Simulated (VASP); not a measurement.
Given:

```yaml
crystal:
  lattice:
    - [0.00000, 2.08449, 2.08449]
    - [2.08449, 0.00000, 2.08449]
    - [8.30515, 8.30515, 0.03281]
  atoms:
    - { symbol: V, position: [0.98566, 0.98566, 0.01075] }
    - { symbol: V, position: [0.00000, 0.00000, 0.25000] }
    - { symbol: V, position: [0.01434, 0.01434, 0.48925] }
    - { symbol: N, position: [0.49104, 0.49104, 0.13172] }
    - { symbol: N, position: [0.50896, 0.50896, 0.36828] }
    - { symbol: N, position: [0.52095, 0.52095, 0.60928] }
    - { symbol: N, position: [0.47905, 0.47905, 0.89072] }
    - { symbol: Sc, position: [0.00000, 0.00000, 0.75000] }
```

The numbers are results of PBEsol GGA, VASP's PBE PAW potentials (set 64) (plane waves; VASP), not measurements. Settings: 520 eV cut-off, Gaussian smearing of 0.050 eV, potentials V_sv N Sc_sv.

Task: Give the energies of bands 28 to 41 at the high-symmetry points, in eV from the Fermi level.

Result: 
```
band      Γ      T     H2      L     S0      F
----  -----  -----  -----  -----  -----  -----
28    -4.04  -3.28  -5.38  -5.28  -5.38  -5.24
29    -4.04  -3.28  -5.24  -4.71  -5.25  -5.04
30    -1.99  -3.25  -5.12  -4.45  -5.12  -4.44
31    -1.99  -2.83  -4.88  -3.94  -4.87  -3.38
32    -1.92  -2.83  -4.79  -3.64  -4.80  -3.28
33    -1.44  -1.36  -0.31  -2.19  -0.31  -3.20
34    -1.44  -1.36  -0.23  -1.79  -0.17  -0.86
35    -1.02  -0.60  -0.09   0.31  -0.15  -0.32
36    -0.47  -0.60   0.40   0.48   0.41   0.48
37    -0.47  -0.51   0.44   0.79   0.43   0.80
38     0.13  -0.20   0.67   0.94   0.68   0.83
39     0.13   0.37   0.92   1.09   0.92   0.94
40     0.23   0.37   1.41   1.17   1.41   1.24
41     0.36   1.15   1.45   1.34   1.45   1.28
```

It has no gap at this level: it comes out as a metal or semimetal.

The structure was generated: ScV3N4 was put into an ordered model structure (R-3m), which need not be its known phase. It was relaxed first. The run is not spin-polarised, so no magnetic state was tried.
